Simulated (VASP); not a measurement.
Method: LDA (Ceperley-Alder, Perdew-Zunger), VASP's LDA PAW potentials (set 64) (plane waves; VASP).

A VASP calculation is set up with these files.

### INCAR
```
SYSTEM = Fe
PREC = Accurate
ENCUT = 530
EDIFF = 1E-7
NELM = 100
ALGO = Normal
LREAL = .FALSE.
LASPH = .TRUE.
ISMEAR = 1
SIGMA = 0.1
LMAXMIX = 4
ISPIN = 2
MAGMOM = 2.0
LORBIT = 10
LWAVE = .FALSE.
LCHARG = .FALSE.
IBRION = 6
ISIF = 3
NFREE = 2
POTIM = 0.015
NSW = 1
```

**POSCAR**
```
Fe
2.7485280
 -0.4999999871   0.4999999871   0.4999999871
  0.4999999871  -0.4999999871   0.4999999871
  0.4999999871   0.4999999871  -0.4999999871
Fe
1
Cartesian
  0.0000000000   0.0000000000   0.0000000000
```

KPOINTS:
```
Automatic mesh
0
Gamma
17 17 17
0 0 0
```

POTCAR, in this order: Fe (LDA.64 set). Program: vasp_std.

The run wrote:

File OUTCAR:
```
 ion  position               nearest neighbor table
   1  0.000  0.000  0.000-
  LATTYP: Found a body centered cubic cell.
 ALAT       =     2.7485279292
 Subroutine PRICEL returns:
 Original cell was already a primitive cell.
 Subroutine GETGRP returns: Found 48 space group operations
The static configuration has the point symmetry O_h .
The dynamic configuration has the point symmetry O_h .
The overall configuration has the point symmetry O_h .
 Subroutine INISYM returns: Found 48 space group operations
 Subroutine IBZKPT returns following result:
 Found    165 irreducible k-points:

 Following reciprocal coordinates:
            Coordinates               Weight
  0.000000  0.000000  0.000000      1.000000
  0.058824  0.000000  0.000000     12.000000
  0.117647  0.000000  0.000000     12.000000
  0.176471  0.000000  0.000000     12.000000
  0.235294  0.000000  0.000000     12.000000
  0.294118  0.000000  0.000000     12.000000
  0.352941  0.000000  0.000000     12.000000
  0.411765  0.000000  0.000000     12.000000
  0.470588  0.000000  0.000000     12.000000
  0.058824  0.058824  0.000000     24.000000
  0.117647  0.058824 -0.000000     48.000000
  0.176471  0.058824  0.000000     48.000000
  0.235294  0.058824  0.000000     48.000000
  0.294118  0.058824  0.000000     48.000000
  0.352941  0.058824  0.000000     48.000000
  0.411765  0.058824  0.000000     48.000000
  0.470588  0.058824  0.000000     24.000000
  0.117647  0.117647  0.000000     24.000000
  0.176471  0.117647  0.000000     48.000000
  0.235294  0.117647 -0.000000     48.000000
  0.294118  0.117647  0.000000     48.000000
  0.352941  0.117647  0.000000     48.000000
  0.411765  0.117647  0.000000     48.000000
  0.176471  0.176471  0.000000     24.000000
...
```

File OSZICAR:
```
...
DAV:   1    -0.924971499303E+01   -0.29161E-01   -0.86378E-01 51526   0.142E+01    0.145E+00
DAV:   2    -0.922688120395E+01    0.22834E-01   -0.18390E-01 52108   0.692E+00    0.112E+00
DAV:   3    -0.922400054245E+01    0.28807E-02   -0.12762E-02 50032   0.195E+00    0.534E-01
DAV:   4    -0.922319112820E+01    0.80941E-03   -0.55467E-04 51407   0.286E-01    0.170E-01
DAV:   5    -0.922290933066E+01    0.28180E-03   -0.37082E-04 57912   0.162E-01    0.282E-02
DAV:   6    -0.922289976710E+01    0.95636E-05   -0.20381E-05 51680   0.674E-02    0.100E-02
DAV:   7    -0.922290039736E+01   -0.63026E-06   -0.16913E-06 50623   0.188E-02    0.427E-03
DAV:   8    -0.922290048297E+01   -0.85609E-07   -0.91672E-08 35189   0.453E-03
   8 F= -.92229005E+01 E0= -.92229545E+01  d E =0.162169E-03  mag=     2.0101
       N       E                     dE             d eps       ncg     rms          rms(c)
DAV:   1    -0.924008381274E+01   -0.17183E-01   -0.45511E-01 52078   0.625E+00    0.889E-01
DAV:   2    -0.922679003402E+01    0.13294E-01   -0.15405E-02 53576   0.135E+00    0.419E-01
DAV:   3    -0.922288331658E+01    0.39067E-02   -0.65892E-03 55458   0.860E-01    0.202E-01
DAV:   4    -0.922295623419E+01   -0.72918E-04   -0.21986E-04 57052   0.178E-01    0.453E-02
DAV:   5    -0.922290802571E+01    0.48208E-04   -0.40145E-05 53272   0.109E-01    0.249E-02
DAV:   6    -0.922290066156E+01    0.73641E-05   -0.94034E-06 55651   0.481E-02    0.857E-03
DAV:   7    -0.922290045808E+01    0.20349E-06   -0.26489E-07 39472   0.684E-03    0.416E-03
DAV:   8    -0.922290044049E+01    0.17587E-07   -0.78675E-08 24638   0.390E-03
   9 F= -.92229004E+01 E0= -.92229546E+01  d E =0.162530E-03  mag=     2.0102
       N       E                     dE             d eps       ncg     rms          rms(c)
DAV:   1    -0.921656829984E+01    0.63322E-02   -0.42200E-01 52437   0.613E+00    0.567E-01
DAV:   2    -0.921310950654E+01    0.34588E-02   -0.72680E-03 55289   0.889E-01    0.297E-01
DAV:   3    -0.922233375564E+01   -0.92242E-02   -0.39382E-03 54587   0.704E-01    0.189E-01
DAV:   4    -0.922067833776E+01    0.16554E-02   -0.56431E-04 56873   0.267E-01    0.547E-02
DAV:   5    -0.922263516675E+01   -0.19568E-02   -0.10770E-04 55127   0.158E-01    0.242E-02
DAV:   6    -0.922288088006E+01   -0.24571E-03   -0.55546E-06 56909   0.285E-02    0.608E-03
DAV:   7    -0.922286051665E+01    0.20363E-04   -0.90971E-07 45023   0.143E-02    0.280E-03
DAV:   8    -0.922290105143E+01   -0.40535E-04   -0.10029E-07 24549   0.439E-03    0.819E-04
DAV:   9    -0.922289861895E+01    0.24325E-05   -0.13325E-08 23682   0.173E-03    0.265E-04
DAV:  10    -0.922290034017E+01   -0.17212E-05   -0.18606E-09 23638   0.558E-04    0.110E-04
DAV:  11    -0.922290018381E+01    0.15636E-06   -0.35324E-10 23599   0.277E-04    0.676E-05
DAV:  12    -0.922290040556E+01   -0.22175E-06   -0.58760E-11 23587   0.123E-04    0.218E-05
DAV:  13    -0.922290045441E+01   -0.48854E-07   -0.98110E-12 23575   0.410E-05
  10 F= -.92229005E+01 E0= -.92229545E+01  d E =0.162000E-03  mag=     2.0102
       N       E                     dE             d eps       ncg     rms          rms(c)
DAV:   1    -0.924007576252E+01   -0.17175E-01   -0.47274E-01 52303   0.639E+00    0.889E-01
DAV:   2    -0.922678868191E+01    0.13287E-01   -0.15485E-02 54674   0.136E+00    0.419E-01
DAV:   3    -0.922288159881E+01    0.39071E-02   -0.65719E-03 55671   0.859E-01    0.204E-01
DAV:   4    -0.922295572634E+01   -0.74128E-04   -0.21750E-04 57257   0.176E-01    0.452E-02
DAV:   5    -0.922290767482E+01    0.48052E-04   -0.40073E-05 53215   0.109E-01    0.248E-02
DAV:   6    -0.922290052111E+01    0.71537E-05   -0.95885E-06 55543   0.486E-02    0.853E-03
DAV:   7    -0.922290041256E+01    0.10855E-06   -0.26342E-07 39782   0.675E-03    0.414E-03
DAV:   8    -0.922290042848E+01   -0.15923E-07   -0.78157E-08 24542   0.390E-03
  11 F= -.92229004E+01 E0= -.92229546E+01  d E =0.162539E-03  mag=     2.0102
       N       E                     dE             d eps       ncg     rms          rms(c)
DAV:   1    -0.924638488876E+01   -0.23484E-01   -0.38985E-01 53233   0.586E+00    0.556E-01
DAV:   2    -0.923793422595E+01    0.84507E-02   -0.57506E-03 54618   0.831E-01    0.298E-01
DAV:   3    -0.922295158034E+01    0.14983E-01   -0.39562E-03 53770   0.739E-01    0.181E-01
DAV:   4    -0.922503666127E+01   -0.20851E-02   -0.58849E-04 57730   0.274E-01    0.457E-02
DAV:   5    -0.922298128681E+01    0.20554E-02   -0.85120E-05 57736   0.133E-01    0.198E-02
DAV:   6    -0.922294541285E+01    0.35874E-04   -0.67497E-06 52594   0.323E-02    0.580E-03
DAV:   7    -0.922292011856E+01    0.25294E-04   -0.32273E-07 39704   0.783E-03    0.253E-03
DAV:   8    -0.922289705127E+01    0.23067E-04   -0.14023E-07 23932   0.534E-03    0.669E-04
DAV:   9    -0.922290152746E+01   -0.44762E-05   -0.10961E-08 23682   0.136E-03    0.224E-04
DAV:  10    -0.922290037887E+01    0.11486E-05   -0.16817E-09 23638   0.660E-04    0.128E-04
DAV:  11    -0.922290039347E+01   -0.14601E-07   -0.27763E-10 23604   0.247E-04
  12 F= -.92229004E+01 E0= -.92229544E+01  d E =0.161998E-03  mag=     2.0102
       N       E                     dE             d eps       ncg     rms          rms(c)
DAV:   1    -0.924006868557E+01   -0.17168E-01   -0.48232E-01 52237   0.647E+00    0.889E-01
DAV:   2    -0.922678890318E+01    0.13280E-01   -0.15547E-02 54596   0.136E+00    0.419E-01
DAV:   3    -0.922288114692E+01    0.39078E-02   -0.65730E-03 55488   0.860E-01    0.203E-01
DAV:   4    -0.922295568168E+01   -0.74535E-04   -0.21825E-04 57414   0.176E-01    0.452E-02
DAV:   5    -0.922290760020E+01    0.48081E-04   -0.40137E-05 53297   0.109E-01    0.248E-02
DAV:   6    -0.922290052747E+01    0.70727E-05   -0.95064E-06 55638   0.484E-02    0.854E-03
DAV:   7    -0.922290041517E+01    0.11230E-06   -0.26470E-07 39903   0.676E-03    0.414E-03
DAV:   8    -0.922290043221E+01   -0.17043E-07   -0.78695E-08 24579   0.393E-03
  13 F= -.92229004E+01 E0= -.92229546E+01  d E =0.162538E-03  mag=     2.0102
       N       E                     dE             d eps       ncg     rms          rms(c)
DAV:   1    -0.924061327611E+01   -0.17713E-01   -0.10298E+00  6400   0.839E+00    0.619E-01
DAV:   2    -0.923788374775E+01    0.27295E-02   -0.10904E-02  7158   0.117E+00    0.340E-01
DAV:   3    -0.922965835404E+01    0.82254E-02   -0.13433E-03  7754   0.419E-01    0.220E-01
DAV:   4    -0.922428857107E+01    0.53698E-02   -0.16662E-03  7687   0.411E-01    0.320E-02
DAV:   5    -0.922391371032E+01    0.37486E-03   -0.23912E-05  6271   0.517E-02    0.989E-03
DAV:   6    -0.922394981129E+01   -0.36101E-04   -0.61720E-07  6305   0.769E-03    0.516E-03
DAV:   7    -0.922390385077E+01    0.45961E-04   -0.84225E-08  3447   0.347E-03    0.117E-03
DAV:   8    -0.922391264213E+01   -0.87914E-05   -0.12411E-08  3023   0.182E-03    0.220E-04
DAV:   9    -0.922391235483E+01    0.28730E-06   -0.20539E-09  3006   0.606E-04    0.141E-04
DAV:  10    -0.922391244584E+01   -0.91007E-07   -0.27680E-10  3000   0.257E-04
  14 F= -.92239124E+01 E0= -.92239359E+01  d E =0.704746E-04  mag=     2.0085
       N       E                     dE             d eps       ncg     rms          rms(c)
DAV:   1    -0.921436302598E+01    0.95493E-02   -0.32766E+00  6247   0.144E+01    0.102E+00
DAV:   2    -0.922262144508E+01   -0.82584E-02   -0.25595E-02  6052   0.181E+00    0.535E-01
DAV:   3    -0.922429000197E+01   -0.16686E-02   -0.10072E-03  6320   0.303E-01    0.107E-01
DAV:   4    -0.922388275818E+01    0.40724E-03   -0.74700E-04  6115   0.235E-01    0.589E-02
DAV:   5    -0.922391223009E+01   -0.29472E-04   -0.54016E-05  6230   0.755E-02    0.506E-03
DAV:   6    -0.922391293789E+01   -0.70780E-06   -0.73447E-07  6276   0.898E-03    0.223E-03
DAV:   7    -0.922391266008E+01    0.27781E-06   -0.75393E-08  3419   0.310E-03    0.115E-03
DAV:   8    -0.922391248413E+01    0.17595E-06   -0.95902E-09  2983   0.155E-03    0.312E-04
DAV:   9    -0.922391246625E+01    0.17875E-07   -0.20425E-09  2980   0.509E-04
  15 F= -.92239125E+01 E0= -.92239360E+01  d E =0.704985E-04  mag=     2.0085
```

### OUTCAR
```
------------------------ aborting loop because EDIFF is reached ----------------------------------------
  FORCE on cell =-STRESS in cart. coord.  units (eV):
  Direction    XX          YY          ZZ          XY          YZ          ZX
  --------------------------------------------------------------------------------------
  Total        0.0369484      0.0369484      0.0369484     -0.0000000      0.0000000     -0.0000000
  in kB        5.7021075      5.7021075      5.7021075     -0.0000000      0.0000000     -0.0000000
  external PRESSURE =       5.7021075 kB  Pullay stress =       0.0000000 kB
  volume of cell :       10.38
      direct lattice vectors                 reciprocal lattice vectors
    -1.374263965  1.374263965  1.374263965     0.000000000  0.363831122  0.363831122
     1.374263965 -1.374263965  1.374263965     0.363831122  0.000000000  0.363831122
     1.374263965  1.374263965 -1.374263965     0.363831122  0.363831122  0.000000000
 POSITION                                       TOTAL-FORCE (eV/Angst)
 -----------------------------------------------------------------------------------
     -0.01500      0.00000      0.00000         0.000000     -0.000000      0.000000
 -----------------------------------------------------------------------------------
    total drift:                                0.000024     -0.000000     -0.000000
  FREE ENERGIE OF THE ION-ELECTRON SYSTEM (eV)
  ---------------------------------------------------
  free  energy   TOTEN  =        -9.2239124663 eV

  energy  without entropy=       -9.2239829648  energy(sigma->0) =       -9.22393597

   1 f  =    0.000000 THz     0.000000 2PiTHz    0.000000 cm-1     0.000000 meV
             X         Y         Z           dx          dy          dz
      0.000000  0.000000  0.000000     0.903738   -0.428086    0.000000

   2 f  =    0.000000 THz     0.000000 2PiTHz    0.000000 cm-1     0.000000 meV
             X         Y         Z           dx          dy          dz
      0.000000  0.000000  0.000000    -0.428086   -0.903738    0.000000

   3 f  =    0.000000 THz     0.000000 2PiTHz    0.000000 cm-1     0.000000 meV
             X         Y         Z           dx          dy          dz
      0.000000  0.000000  0.000000     0.000000    0.000000    1.000000

 ELASTIC MODULI CONTR FROM IONIC RELAXATION (kBar)
 Direction    XX          YY          ZZ          XY          YZ          ZX
 --------------------------------------------------------------------------------
 XX           0.0000      0.0000      0.0000      0.0000      0.0000      0.0000
 YY           0.0000      0.0000      0.0000      0.0000      0.0000      0.0000
 ZZ           0.0000      0.0000      0.0000      0.0000      0.0000      0.0000
 XY           0.0000      0.0000      0.0000      0.0000      0.0000      0.0000
 YZ           0.0000      0.0000      0.0000      0.0000      0.0000      0.0000
 ZX           0.0000      0.0000      0.0000      0.0000      0.0000      0.0000
 --------------------------------------------------------------------------------

 TOTAL ELASTIC MODULI (kBar)
 Direction    XX          YY          ZZ          XY          YZ          ZX
 --------------------------------------------------------------------------------
 XX        3702.2930   2010.9681   2010.9681     -0.0000     -0.0000     -0.0000
 YY        2010.9681   3702.2930   2010.9681      0.0000      0.0000      0.0000
 ZZ        2010.9681   2010.9681   3702.2930      0.0000      0.0000     -0.0000
 XY          -0.0000      0.0000      0.0000   1419.3562     -0.0000      0.0000
 YZ          -0.0000      0.0000      0.0000     -0.0000   1419.3562      0.0000
 ZX          -0.0000      0.0000     -0.0000      0.0000      0.0000   1419.3562
 --------------------------------------------------------------------------------
```
(Selected blocks of OUTCAR.)

Finite-difference elastic constants of metals are sensitive to mesh and smearing; shear constants can be off by tens of GPa.

The compound is Fe in the bcc structure. It was relaxed first, which changed the volume by -12 %.
